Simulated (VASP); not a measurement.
```xyz
2
Lattice="0.0000 2.2107 2.2107 2.2107 0.0000 2.2107 2.2107 2.2107 0.0000" Properties=species:S:1:pos:R:3 pbc="T T T"
Ta     0.0000     0.0000     0.0000
C      2.2107     2.2107     2.2107
```

Method: LDA (Ceperley-Alder, Perdew-Zunger), VASP's LDA PAW potentials (set 64) (plane waves; VASP 6.6.1). Settings: 520 eV cut-off, 13×13×13 Γ-centred mesh, first-order Methfessel-Paxton smearing of 0.10 eV, potentials Ta_pv C.

Unless said otherwise, spin-orbit coupling is left out, though it shifts the bands of the heavy elements here.

**Question.** Predict the energy per atom (σ→0), band gap (on the k-mesh) with the smallest direct gap where there is one.

**Answer.** 
* **band gap (on the k-mesh)**: none (metal, semimetal or under 0.01 eV)
* **energy per atom (σ→0)**: -12.147 eV/atom

Only differences to runs with the same potentials and settings are physical.

The structure comes from a computed database's TaC entry (Fm-3m); how it stands against other phases isn't given here. It was relaxed first. The start is the result of an earlier pass. The electron count is odd and the run is not spin-polarised, which forces a metal.
